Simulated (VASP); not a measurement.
VASP runs on SrTiO$_{3}$ (space group Pm-3m) share one base input (PBE GGA, plane waves, VASP's PBE PAW potentials (set 64)) and change the settings named in each case.

**KPOINTS**
```
Automatic mesh
0
Gamma
8 8 8
0 0 0
```

**POSCAR**
```
SrTiO3
7.9631280
  0.5000000000   0.0000000000   0.0000000000
  0.0000000000   0.5000000000   0.0000000000
  0.0000000000   0.0000000000   0.5000000000
Sr Ti O
1 1 3
direct
  0.0000000000   0.0000000000   0.0000000000
  0.5000000000   0.5000000000   0.5000000000
  0.5000000000   0.0000000000   0.5000000000
  0.0000000000   0.5000000000   0.5000000000
  0.5000000000   0.5000000000   0.0000000000
```

### INCAR
```
SYSTEM = SrTiO3
PREC = Accurate
ENCUT = 400
EDIFF = 1E-6
NELM = 100
ALGO = Normal
LREAL = .FALSE.
LASPH = .TRUE.
ISMEAR = 0
SIGMA = 0.01
GGA = PE
LMAXMIX = 4
LWAVE = .FALSE.
LCHARG = .FALSE.
ISIF = 2
```

POTCAR, in this order: Sr_sv Ti_sv O (PBE.64 set). Program: vasp_std.

```tsv
change	E(σ→0) (eV/atom)	pressure (GPa)	−TS (eV)
base run	-8.0248	-9.72	0.0000
EDIFF = 1E-09, ENCUT = 560, KPOINTS 11×11×11 Γ-centred mesh	-8.0157	___	0.0000
EDIFF = 1E-04, ENCUT = 320, KPOINTS 6×6×6 Γ-centred mesh	-8.0734	___	0.0000
EDIFF = 1E-03, ENCUT = 200	-8.3767	-159.88	0.0000
ENCUT = 240, ISMEAR = -1, SIGMA = 0.136, KPOINTS 6×6×6 Γ-centred mesh	-8.2896	-93.73	-0.0004
EDIFF = 1E-03, ENCUT = 280, GGA removed, ISMEAR = 1, SIGMA = 0.272, POTCAR Sr_sv Ti_sv O (LDA.64 set)	-8.8581	-64.44	0.0092
AEXX = 0.2, AGGAC = 0.81, AGGAX = 0.72, ALDAC = 0.19, GGA = B3, HFRCUT = -1, ISYM = 3, LHFCALC = .TRUE., PRECFOCK = Fast, KPOINTS 2×2×2 Γ-centred mesh	-9.4188	-10.19	0.0000
AEXX = 0.25, HFSCREEN = 0.2, ISYM = 3, LHFCALC = .TRUE., PRECFOCK = Fast, KPOINTS 4×4×4 Γ-centred mesh	-9.7284	-15.15	0.0000
```

Some entries are withheld; supply them.

- EDIFF = 1E-09, ENCUT = 560, KPOINTS 11×11×11 Γ-centred mesh, pressure (GPa): -4.90
- EDIFF = 1E-04, ENCUT = 320, KPOINTS 6×6×6 Γ-centred mesh, pressure (GPa): -30.52

Energies of different potentials or functionals have different zeros.  At 400 eV the pressure can carry a Pulay error.

Left out are runs that ran out of time, are held back, or changed the cell or the kind of run, fixed moments of cells without a moment, rows past the twelfth, gaps on odd meshes, pressures of charged cells and columns that move by less than the noise.

The structure comes from a computed database's SrTiO3 entry; how it stands against other phases isn't given here. The cell was not relaxed at this level, its lattice was scaled by up to 2.5 %.
